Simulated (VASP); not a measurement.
Level of theory: PBE0 hybrid, VASP's PBE PAW potentials (set 64) (plane waves; VASP 6.6.1).

VASP ran on this input.

KPOINTS:
```
Regular mesh
0
G
3 3 3
0 0 0
```

INCAR:
```
SYSTEM=LiH
PREC=Accurate; ENCUT=400; LREAL=.FALSE.
LASPH=.TRUE.; ISYM=3
EDIFF=1E-6; NELM=100; ALGO=Normal
ISMEAR=-1; SIGMA=0.02
GGA=PE; LHFCALC=.TRUE.; AEXX=0.25
HFRCUT=-1; PRECFOCK=Fast
ISIF=2
LWAVE=.FALSE.; LCHARG=.FALSE.
```

File POSCAR:
```
LiH
1.0
  0.0000000000   1.9891360000   1.9891360000
  1.9891360000   0.0000000000   1.9891360000
  1.9891360000   1.9891360000   0.0000000000
Li H
1 1
Cartesian
  0.0000000000   0.0000000000   0.0000000000
  1.9891360000   1.9891360000   1.9891360000
```

POTCAR, in this order: Li_sv H (PBE.64 set). Program: vasp_std.

At this cut-off the stress carries a Pulay error, which pulls relaxed volumes low.

Problem. What does the run give for the energy per atom (σ→0), pressure?

Solution. 
```json
{
 "energy per atom (σ→0)": "-3.606 eV/atom",
 "pressure": "-4.08 GPa"
}
```

OSZICAR:
```
...
DAV:  11    -0.721168953994E+01   -0.12155E-03   -0.30597E-04    60   0.987E-02    0.718E-02
DAV:  12    -0.721174115544E+01   -0.51616E-04   -0.47411E-05    66   0.406E-02    0.460E-02
DAV:  13    -0.721176224795E+01   -0.21093E-04   -0.76939E-06    60   0.198E-02    0.292E-02
DAV:  14    -0.721177117129E+01   -0.89233E-05   -0.25492E-06    66   0.120E-02    0.184E-02
DAV:  15    -0.721177497530E+01   -0.38040E-05   -0.83377E-07    48   0.757E-03    0.115E-02
DAV:  16    -0.721177658627E+01   -0.16110E-05   -0.33478E-07    24   0.493E-03    0.719E-03
DAV:  17    -0.721177726531E+01   -0.67903E-06   -0.18389E-07    30   0.360E-03
   1 F= -.72117773E+01 E0= -.72117773E+01  d E =-.420055E-11
```

The structure comes from a computed database's LiH entry; how it stands against other phases isn't given here. The cell was not relaxed at this level. The k-mesh is coarse (spacing up to 0.91 per Å, 2π included), so the numbers may not be converged in it. The run is one of a series of settings (KPOINTS 3×3×3 Γ-centred mesh against the base run), some of them coarse on purpose.
